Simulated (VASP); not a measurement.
Wanted: the native input for a VASP 6.6.1 run.

```yaml
Task: relaxation of cell and atoms
Functional: PBE
Potentials_or_basis: VASP PAW PBE potentials, release 64 (Zr_sv, Hf_pv, Se)
Cutoff: 520 eV
k_mesh: 3 × 3 × 3
Occupations: gaussian, width 0.15 eV
Spin: no spin polarisation
Further_INCAR_settings: PREC = Normal; ALGO = Fast; EDIFF = 0.0001; IBRION = 2; EDIFFG = -0.08; NSW = 24; ISIF = 3
```

The structure of HfZr2Se4 lies in POSCAR:

```
HfZr2Se4
1.0
    5.9746029700      0.0000000000      0.0000000000
    0.0000000000      5.9746029700      0.0000000000
    0.0000000000      0.0000000000      5.3862723000
Zr Hf Se
2 1 4
Direct
    0.0000000000      0.0000000000      0.0000000000
    0.0000000000      0.0000000000      0.5000000000
    0.5000000000      0.5000000000      0.0000000000
    0.5000000000      0.0000000000      0.5000000000
    0.0000000000      0.5000000000      0.5000000000
    0.5000000000      0.0000000000      0.0000000000
    0.0000000000      0.5000000000      0.0000000000
```

The cell was built by a generator and needn't be a form met in nature.

These files were run (other wordings do the same):

INCAR

```
ALGO = Fast ; EDIFF = 1E-4
EDIFFG = -0.08 ; ENCUT = 520
GGA = PE ; IBRION = 2
ISIF = 3 ; ISMEAR = 0
LASPH = T ; LCHARG = F
LREAL = F ; LWAVE = F
NELM = 60 ; NSW = 24
PREC = Normal ; SIGMA = 0.15
```

KPOINTS

```
k-points
0
Gamma
  3 3 3
```

Potentials or basis: VASP PAW PBE potentials, release 64 (Zr_sv, Hf_pv, Se).

The run is started by

```console
$ cat potpaw_PBE.64/Zr_sv/POTCAR potpaw_PBE.64/Hf_pv/POTCAR potpaw_PBE.64/Se/POTCAR > POTCAR
$ mpirun -np 1 vasp_std > vasp.out
```

It gave:

```
Relaxed volume                         : 27.62 Å³/atom
Relaxed cell                           : a = 5.249 Å, b = 5.249 Å, c = 7.018 Å, α = 90.00°, β = 90.00°, γ = 90.00°
Space group after relaxing (to 0.05 Å) : P4/mmm (No. 123)
Energy gained by relaxing              : 604.9 meV/atom
Ionic steps                            : 11
Pressure after relaxing                : 0.1 GPa
Band gap on the k mesh                 : none (metal or under the smearing width)
```

Caveat: the k mesh is coarse (spacing up to 0.39 Å⁻¹), so the values aren't converged; this functional lacks dispersion, which binds the layers, so the pressure and a relaxed spacing across them are unreliable.

It took 4.8 min on 1 thread of Intel(R) Xeon(R) Platinum 8488C (Sapphire Rapids) (shared host), peak memory 0.22 GiB.
